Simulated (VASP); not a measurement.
Here is a VASP 6.6.1 calculation.

File INCAR:

```
SYSTEM = GaGe7
PREC = Accurate ; ENCUT = 600
EDIFF = 1E-7 ; ISMEAR = 0
SIGMA = 0.05 ; LREAL = .False.
LASPH = .True. ; NELM = 100
ALGO = Normal ; ISIF = 3
LWAVE = .False. ; LCHARG = .False.
GGA = PS ; IBRION = 2
NSW = 60 ; EDIFFG = -0.02
LATTICE_CONSTRAINTS = .FALSE. .FALSE. .TRUE.
```

KPOINTS

```
Automatic mesh
0
Gamma
  7 7 7
  0 0 0
```

File POSCAR:

```
GaGe7
1.0
    5.6780000000      0.0000000000      0.0000000000
    0.0000000000      5.6780000000      0.0000000000
    0.0000000000      0.0000000000      5.6780000000
Ga Ge
1 7
Direct
    0.0000000000      0.0000000000      0.0000000000
    0.0000000000      0.5000000000      0.5000000000
    0.5000000000      0.0000000000      0.5000000000
    0.5000000000      0.5000000000      0.0000000000
    0.2500000000      0.2500000000      0.2500000000
    0.2500000000      0.7500000000      0.7500000000
    0.7500000000      0.2500000000      0.7500000000
    0.7500000000      0.7500000000      0.2500000000
```

Potentials or basis: VASP PAW PBE potentials, release 64 (Ga_d, Ge_d).

Launch:

```sh
$ cat potpaw_PBE.64/Ga_d/POTCAR potpaw_PBE.64/Ge_d/POTCAR > POTCAR
$ mpirun -np 1 vasp_std > vasp.out
```

(1) Estimate the band gap on the k mesh.

Results:

(1) none (metal or under the smearing width).
